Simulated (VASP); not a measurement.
Level of theory: LDA (Ceperley-Alder, Perdew-Zunger), VASP's LDA PAW potentials (set 64) (plane waves; VASP).

A VASP calculation is set up with these files.

File KPOINTS:
```
Automatic mesh
0
Gamma
8 8 8
0 0 0
```

File POSCAR:
```
CdS
1
    0.0000000000     2.8805904508     2.8805904508
    2.8805904508     0.0000000000     2.8805904508
    2.8805904508     2.8805904508     0.0000000000
Cd S
1 1
Direct
  0.0000000000   0.0000000000   0.0000000000
  0.2500000000   0.2500000000   0.2500000000
```

INCAR:
```
SYSTEM = CdS
PREC = Accurate
ENCUT = 400
EDIFF = 1E-8
NELM = 100
ALGO = Normal
LREAL = .FALSE.
LASPH = .TRUE.
ISMEAR = 0
SIGMA = 0.01
LMAXMIX = 4
LWAVE = .FALSE.
LCHARG = .FALSE.
LEPSILON = .TRUE.
```

POTCAR, in this order: Cd S (LDA.64 set). Program: vasp_std.

The run wrote:

**OUTCAR**
```


 HEAD OF MICROSCOPIC STATIC DIELECTRIC TENSOR (INDEPENDENT PARTICLE, excluding Hartree and local field effects)
 ------------------------------------------------------
           7.721209     0.000000     0.000000
           0.000000     7.721209    -0.000000
           0.000000     0.000000     7.721209
 ------------------------------------------------------

 MACROSCOPIC STATIC DIELECTRIC TENSOR (including local field effects in DFT)
 ------------------------------------------------------
           7.280310    -0.000000    -0.000000
           0.000000     7.280310    -0.000000
          -0.000000     0.000000     7.280310
 ------------------------------------------------------

 PIEZOELECTRIC TENSOR (including local field effects)  for field in x, y, z        (e  Angst)
          XX          YY          ZZ          XY          YZ          ZX
  --------------------------------------------------------------------------------
  x    -0.00000    -0.00000     0.00000     0.00000    -1.91171     0.00000
  y     0.00000    -0.00000     0.00000     0.00000     0.00000    -1.91171
  z     0.00000     0.00000     0.00000    -1.91171     0.00000     0.00000

 PIEZOELECTRIC TENSOR (including local field effects)  for field in x, y, z        (C/m^2)
          XX          YY          ZZ          XY          YZ          ZX
  --------------------------------------------------------------------------------
  x    -0.00000    -0.00000     0.00000     0.00000    -0.64071     0.00000
  y     0.00000    -0.00000     0.00000     0.00000     0.00000    -0.64071
  z     0.00000     0.00000     0.00000    -0.64071     0.00000     0.00000

 BORN EFFECTIVE CHARGES (including local field effects) (in |e|, cummulative output)
 ---------------------------------------------------------------------------------
 ion    1
    1     2.17447    -0.00000     0.00000
    2     0.00000     2.17447    -0.00000
    3    -0.00000    -0.00000     2.17447
 ion    2
    1    -2.17447     0.00000     0.00000
    2    -0.00000    -2.17447     0.00000
    3     0.00000     0.00000    -2.17447
```
(Selected blocks of OUTCAR.)

The dielectric response may not be converged in the k-mesh; for small gaps it tends to come out too large.

The compound is CdS in the zinc blende structure, a metastable form; wurtzite is the usual one. It was relaxed first.
